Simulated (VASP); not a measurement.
OSZICAR of a VASP run on Ni₃Al (space group Pm-3m):

OSZICAR:
```
       N       E                     dE             d eps       ncg     rms          rms(c)
DAV:   1     0.140768872662E+03    0.14077E+03   -0.10157E+04  1712   0.130E+03
DAV:   2    -0.235944638382E+02   -0.16436E+03   -0.15686E+03  1680   0.295E+02
DAV:   3    -0.298518588261E+02   -0.62574E+01   -0.59884E+01  1866   0.784E+01
DAV:   4    -0.299499494828E+02   -0.98091E-01   -0.97738E-01  1975   0.860E+00
DAV:   5    -0.299529798923E+02   -0.30304E-02   -0.30300E-02  1934   0.146E+00    0.194E+01
DAV:   6    -0.311382987350E+02   -0.11853E+01   -0.67302E+01  1885   0.130E+02    0.213E+01
DAV:   7    -0.257702263068E+02    0.53681E+01   -0.19497E+01  1886   0.697E+01    0.232E+00
DAV:   8    -0.257399643134E+02    0.30262E-01   -0.43817E-01  1780   0.470E+00    0.139E+00
DAV:   9    -0.257135321186E+02    0.26432E-01   -0.37629E-02  2182   0.258E+00    0.482E-01
DAV:  10    -0.257126771294E+02    0.85499E-03   -0.15561E-03  1907   0.418E-01    0.235E-01
DAV:  11    -0.257127491447E+02   -0.72015E-04   -0.10079E-03  2038   0.462E-01    0.148E-01
DAV:  12    -0.257128159518E+02   -0.66807E-04   -0.18447E-04  2072   0.162E-01    0.586E-02
DAV:  13    -0.257128266123E+02   -0.10661E-04   -0.18391E-05  1993   0.494E-02    0.395E-02
DAV:  14    -0.257128332485E+02   -0.66362E-05   -0.27483E-05  1979   0.841E-02    0.102E-02
DAV:  15    -0.257128339450E+02   -0.69649E-06   -0.18793E-06  1194   0.205E-02
   1 F= -.25712834E+02 E0= -.25702304E+02  d E =-.210607E-01  mag=     0.5753
```

Q: Which electronic solver shows in the log?

A: It is blocked Davidson (ALGO = Normal, or the opening steps of other solvers). The INCAR had ALGO = Normal.

Q: How was spin treated?

A: Collinear spin (ISPIN = 2): the summary line carries one mag value, 0.58 μB in the cell.

Q: Can the final energy be trusted as converged?

A: The calculation finished and met its thresholds. It stopped with EDIFF = 1E-6, NELM = 100 (LDA (Ceperley-Alder, Perdew-Zunger), plane waves, VASP's LDA PAW potentials (set 64)).

The structure is a typed Ni3Al crystal. The cell was not relaxed at this level.
